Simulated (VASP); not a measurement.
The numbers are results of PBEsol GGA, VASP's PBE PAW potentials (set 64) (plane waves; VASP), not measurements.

Input for VASP

**INCAR**
```
ALGO = Normal
EDIFF = 1E-6
EDIFFG = -0.02
ENCUT = 400
GGA = PS
IBRION = 2
ISIF = 3
ISMEAR = 1
LASPH = T
LCHARG = F
LMAXMIX = 6
LREAL = F
LWAVE = F
NELM = 100
NSW = 60
PREC = Accurate
SIGMA = 0.1
SYSTEM = WSe
```

POSCAR:
```
WSe
1
    3.1219875491    -0.0000000000     0.0000000000
   -1.5609937745     2.7037203767     0.0000000000
    0.0000000000     0.0000000000     7.5861601804
W Se
2 2
Direct
  0.0000000000   0.0000000000   0.0000000000
  0.0000000000   0.0000000000   0.5000000000
  0.3333330000   0.6666670000   0.2500000000
  0.6666670000   0.3333330000   0.7500000000
```

**KPOINTS**
```
Automatic mesh
0
Gamma
10 10 4
0 0 0
```

POTCAR, in this order: W_sv Se (PBE.64 set). Program: vasp_std.

Output

**OUTCAR**
```
 ion  position               nearest neighbor table
   1  0.000  0.000  0.000-   3 2.62   4 2.62   3 2.62   4 2.62   4 2.62   3 2.62
   2  0.000  0.000  0.500-   3 2.62   4 2.62   3 2.62   4 2.62   4 2.62   3 2.62
   3  0.333  0.667  0.250-   1 2.62   2 2.62   1 2.62   2 2.62   1 2.62   2 2.62
   4  0.667  0.333  0.750-   1 2.62   2 2.62   1 2.62   2 2.62   1 2.62   2 2.62
  LATTYP: Found a hexagonal cell.
 ALAT       =     3.1219875491
 C/A-ratio  =     2.4299136563
 Subroutine PRICEL returns:
 Original cell was already a primitive cell.
 Subroutine GETGRP returns: Found 24 space group operations
The static configuration has the point symmetry D_3d.
 The point group associated with its full space group is D_6h.
The dynamic configuration has the point symmetry D_3d.
 Subroutine INISYM returns: Found 24 space group operations
 Subroutine IBZKPT returns following result:
 Found     42 irreducible k-points:

 Following reciprocal coordinates:
            Coordinates               Weight
  0.000000  0.000000  0.000000      1.000000
  0.100000 -0.000000  0.000000      6.000000
  0.200000 -0.000000  0.000000      6.000000
  0.300000  0.000000  0.000000      6.000000
  0.400000 -0.000000  0.000000      6.000000
  0.500000 -0.000000  0.000000      3.000000
  0.100000  0.100000  0.000000      6.000000
  0.200000  0.100000  0.000000     12.000000
  0.300000  0.100000  0.000000     12.000000
  0.400000  0.100000  0.000000     12.000000
  0.200000  0.200000  0.000000      6.000000
  0.300000  0.200000  0.000000     12.000000
  0.400000  0.200000  0.000000      6.000000
  0.300000  0.300000  0.000000      6.000000
  0.000000  0.000000  0.250000      2.000000
  0.100000 -0.000000  0.250000     12.000000
  0.200000 -0.000000  0.250000     12.000000
  0.300000  0.000000  0.250000     12.000000
  0.400000 -0.000000  0.250000     12.000000
  0.500000 -0.000000  0.250000      6.000000
  0.100000  0.100000  0.250000     12.000000
  0.200000  0.100000  0.250000     24.000000
  0.300000  0.100000  0.250000     24.000000
  0.400000  0.100000  0.250000     24.000000
  0.200000  0.200000  0.250000     12.000000
  0.300000  0.200000  0.250000     24.000000
  0.400000  0.200000  0.250000     12.000000
  0.300000  0.300000  0.250000     12.000000
  0.000000  0.000000  0.500000      1.000000
  0.100000 -0.000000  0.500000      6.000000
  0.200000 -0.000000  0.500000      6.000000
  0.300000  0.000000  0.500000      6.000000
  0.400000 -0.000000  0.500000      6.000000
  0.500000 -0.000000  0.500000      3.000000
  0.100000  0.100000  0.500000      6.000000
  0.200000  0.100000  0.500000     12.000000
  0.300000  0.100000  0.500000     12.000000
  0.400000  0.100000  0.500000     12.000000
  0.200000  0.200000  0.500000      6.000000
  0.300000  0.200000  0.500000     12.000000
   k-points           NKPTS =     42   k-points in BZ     NKDIM =     42   number of bands    NBANDS=     24
   number of dos      NEDOS =    301   number of ions     NIONS =      4
   total plane-waves  NPLWV =  20000
   dimension x,y,z NGX =    20 NGY =   20 NGZ =   50
   dimension x,y,z NGXF=    40 NGYF=   40 NGZF=  100
   ions per type =               2   2
   PREC   = accura    normal or accurate (medium, high low for compatibility)
   ISTART =      0    job   : 0-new  1-cont  2-samecut
   ICHARG =      2    charge: 1-file 2-atom 10-const
   ISPIN  =      1    spin polarized calculation?
   LNONCOLLINEAR =      F non collinear calculations
   LSORBIT =      F    spin-orbit coupling
   INIWAV =      1    electr: 0-lowe 1-rand  2-diag
   ENCUT  =  400.0 eV  29.40 Ry    5.42 a.u.   5.09  5.09 12.37*2*pi/ulx,y,z
   NELM   =    100;   NELMIN=  2; NELMDL= -5     # of ELM steps
...
```

OSZICAR:
```
       N       E                     dE             d eps       ncg     rms          rms(c)
DAV:   1     0.345954362590E+03    0.34595E+03   -0.19060E+04  2088   0.148E+03
DAV:   2    -0.167367473062E+02   -0.36269E+03   -0.35813E+03  2288   0.444E+02
DAV:   3    -0.344776684684E+02   -0.17741E+02   -0.17269E+02  2616   0.880E+01
DAV:   4    -0.347609636441E+02   -0.28330E+00   -0.28237E+00  2296   0.116E+01
DAV:   5    -0.347659514198E+02   -0.49878E-02   -0.49867E-02  2648   0.140E+00    0.272E+01
DAV:   6    -0.337683740485E+02    0.99758E+00   -0.43949E+00  2488   0.134E+01    0.109E+01
DAV:   7    -0.336526917499E+02    0.11568E+00   -0.31608E-01  2552   0.311E+00    0.326E+00
DAV:   8    -0.336414442710E+02    0.11247E-01   -0.35076E-02  2392   0.112E+00    0.330E-01
DAV:   9    -0.336407003857E+02    0.74389E-03   -0.31744E-03  2744   0.362E-01    0.984E-02
DAV:  10    -0.336406742596E+02    0.26126E-04   -0.32848E-04  2408   0.153E-01    0.348E-02
DAV:  11    -0.336406769489E+02   -0.26893E-05   -0.24022E-05  2688   0.322E-02    0.780E-03
DAV:  12    -0.336406764807E+02    0.46818E-06   -0.18028E-06  1536   0.879E-03
   1 F= -.33640676E+02 E0= -.33641087E+02  d E =-.336407E+02
       N       E                     dE             d eps       ncg     rms          rms(c)
DAV:   1    -0.336744352792E+02   -0.33758E-01   -0.12036E+00  2064   0.951E+00    0.100E+00
DAV:   2    -0.336507897990E+02    0.23645E-01   -0.73214E-02  2280   0.168E+00    0.437E-01
DAV:   3    -0.336461057947E+02    0.46840E-02   -0.18131E-02  2464   0.721E-01    0.150E-01
DAV:   4    -0.336460500253E+02    0.55769E-04   -0.82369E-04  2240   0.174E-01    0.555E-02
DAV:   5    -0.336460387617E+02    0.11264E-04   -0.61963E-05  2632   0.460E-02    0.169E-02
DAV:   6    -0.336460402676E+02   -0.15059E-05   -0.24280E-06  1832   0.108E-02    0.456E-03
DAV:   7    -0.336460403925E+02   -0.12495E-06   -0.55309E-07  1272   0.514E-03
   2 F= -.33646040E+02 E0= -.33646504E+02  d E =-.536391E-02
       N       E                     dE             d eps       ncg     rms          rms(c)
DAV:   1    -0.336483249022E+02   -0.22846E-02   -0.84451E-02  2040   0.252E+00    0.261E-01
DAV:   2    -0.336466509066E+02    0.16740E-02   -0.53647E-03  2272   0.444E-01    0.118E-01
DAV:   3    -0.336462898920E+02    0.36101E-03   -0.15008E-03  2472   0.205E-01    0.410E-02
DAV:   4    -0.336462858064E+02    0.40855E-05   -0.59435E-05  2248   0.481E-02    0.183E-02
DAV:   5    -0.336462852876E+02    0.51886E-06   -0.47514E-06  2048   0.125E-02
   3 F= -.33646285E+02 E0= -.33646709E+02  d E =-.560881E-02
       N       E                     dE             d eps       ncg     rms          rms(c)
DAV:   1    -0.336535206348E+02   -0.72348E-02   -0.19962E-01  2144   0.451E+00    0.970E-01
DAV:   2    -0.336470528246E+02    0.64678E-02   -0.23722E-02  2248   0.121E+00    0.212E-01
DAV:   3    -0.336460553680E+02    0.99746E-03   -0.21146E-03  2328   0.316E-01    0.945E-02
DAV:   4    -0.336459583607E+02    0.97007E-04   -0.30056E-04  2288   0.126E-01    0.789E-02
DAV:   5    -0.336459587167E+02   -0.35602E-06   -0.51363E-05  2344   0.550E-02    0.149E-02
DAV:   6    -0.336459590804E+02   -0.36373E-06   -0.90590E-06  2208   0.157E-02
   4 F= -.33645959E+02 E0= -.33646344E+02  d E =0.326207E-03
       N       E                     dE             d eps       ncg     rms          rms(c)
DAV:   1    -0.336499331520E+02   -0.39744E-02   -0.93545E-02  2152   0.310E+00    0.657E-01
DAV:   2    -0.336469132654E+02    0.30199E-02   -0.11258E-02  2248   0.829E-01    0.145E-01
DAV:   3    -0.336464408463E+02    0.47242E-03   -0.99996E-04  2352   0.215E-01    0.627E-02
DAV:   4    -0.336463889480E+02    0.51898E-04   -0.13994E-04  2264   0.870E-02    0.535E-02
DAV:   5    -0.336463815315E+02    0.74165E-05   -0.23819E-05  2368   0.372E-02    0.989E-03
DAV:   6    -0.336463803307E+02    0.12007E-05   -0.39954E-06  1912   0.104E-02    0.146E-03
DAV:   7    -0.336463803619E+02   -0.31196E-07   -0.25140E-07  1040   0.379E-03
   5 F= -.33646380E+02 E0= -.33646791E+02  d E =-.950744E-04
```

### OUTCAR
```
------------------------ aborting loop because EDIFF is reached ----------------------------------------
  FORCE on cell =-STRESS in cart. coord.  units (eV):
  Direction    XX          YY          ZZ          XY          YZ          ZX
  --------------------------------------------------------------------------------------
  Total       -0.0029741     -0.0029741      0.0004387     -0.0000000      0.0000000      0.0000000
  in kB       -0.0745922     -0.0745922      0.0110020     -0.0000000      0.0000000      0.0000000
  external PRESSURE =      -0.0460608 kB  Pullay stress =       0.0000000 kB
  volume of cell :       63.88
      direct lattice vectors                 reciprocal lattice vectors
     3.102689401 -0.000000000  0.000000000     0.322301033  0.186080599  0.000000000
    -1.551344700  2.687007693 -0.000000000     0.000000000  0.372161197 -0.000000000
    -0.000000000  0.000000000  7.662301170     0.000000000  0.000000000  0.130509096
 POSITION                                       TOTAL-FORCE (eV/Angst)
 -----------------------------------------------------------------------------------
      0.00000     -0.00000      0.00000        -0.000000     -0.000000     -0.000000
     -0.00000      0.00000      3.83115        -0.000000     -0.000000     -0.000000
     -0.00000      1.79134      1.91558        -0.000000     -0.000000      0.000000
      1.55135      0.89567      5.74673         0.000000      0.000000      0.000000
 -----------------------------------------------------------------------------------
    total drift:                                0.000000     -0.000000      0.000000
  FREE ENERGIE OF THE ION-ELECTRON SYSTEM (eV)
  ---------------------------------------------------
  free  energy   TOTEN  =       -33.6463803619 eV

  energy  without entropy=      -33.6476120800  energy(sigma->0) =      -33.64679093

 reached required accuracy - stopping structural energy minimisation
```
(Selected blocks of OUTCAR.)

### CONTCAR
```
WSe
   1.00000000000000
     3.1026894006417987   -0.0000000000003564    0.0000000000000000
    -1.5513447002715171    2.6870076926890709   -0.0000000000000000
    -0.0000000000000000    0.0000000000000000    7.6623011698482886
  W               Se
     2     2
Direct
     0.0000000000000000    0.0000000000000000    0.0000000000000000
     0.0000000000000000    0.0000000000000000    0.5000000000000000
     0.3333330000000032    0.6666669999999968    0.2500000000000000
     0.6666669999999968    0.3333330000000032    0.7500000000000000
```

The structure was generated: WSe was put into the NiAs type type (P6_3/mmc), which need not be its known phase. This run relaxes it. Symmetry was kept, so distortions that lower it aren't found. The start is the result of an earlier pass.
